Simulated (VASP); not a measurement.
Runs of VASP 6.6.1 on HfIn4SiO6. The structure is monoclinic, space group C2 (No. 5). The conventional cell has a = 5.432 Å, b = 9.407 Å, c = 7.635 Å, α = 90.00°, β = 104.03°, γ = 90.00°. Hf (site symmetry 2) is surrounded by 6 O at 2.13 to 2.14 Å. In (site symmetry 2) has 2 O at 2.73 Å and 4 In at 3.12 Å as nearest neighbours. Around In (site symmetry 2) lie 6 O at 2.23 Å. In (site symmetry 2) has 2 O at 2.73 Å and 3 In at 3.07 to 3.12 Å as nearest neighbours. Around In (site symmetry 2) lie 2 O at 2.73 Å and 3 In at 3.07 to 3.12 Å. Around Si (site symmetry 2) lie 6 O at 1.85 Å. Around O (site symmetry 1) lie 1 Si at 1.85 Å. O (site symmetry 1) has 1 Si at 1.85 Å as nearest neighbours. The cell was built by a generator and needn't be a form met in nature.

```csv
task,level,spin,k mesh for the DOS,occupations for the DOS,gap on the mesh (eV),pressure (GPa),largest force (eV/Å)
band structure,PBE,off,-,-,-,-0.4,0.13
electric field gradients,PBE,off,-,-,none,-0.4,0.13
electrostatic potential,PBE,off,-,-,none,-0.4,0.13
optical spectrum,PBE,off,-,-,none,-0.4,0.13
band structure,PBE,"SOC, no magnetisation",-,-,-,-0.4,(a)
atomic charges,PBE+TS,off,-,-,none,-2.9,0.13
atomic charges,PBE,off,-,-,none,-0.4,0.13
```

Alike in all rows: potentials or basis VASP PAW PBE potentials, release 64 (Hf_pv, In_d, Si, O); cell as given; k mesh 6 × 6 × 4; cutoff (eV) 520; smearing fermi-dirac 0.05 eV.

Problem. Estimate the missing entries.

Solution. (a) 0.12.

Caveats: spin-orbit coupling is left out, which moves the levels of the heavy elements (some runs); spectra need much finer meshes, so this one isn't converged (some runs); independent-particle spectra lack excitons (some runs); the intraband (Drude) part of a metal's response may be missing (some runs); atom-pairwise D2, TS and ULG terms overbind metals (some runs); pairwise dispersion overbinds metals, which lowers pressure and volume (some runs).

A k mesh can miss the band edges, and rows without SOC leave out spin-orbit coupling on Hf, In.

A gap of «none» marks a metal or a gap under the smearing width.
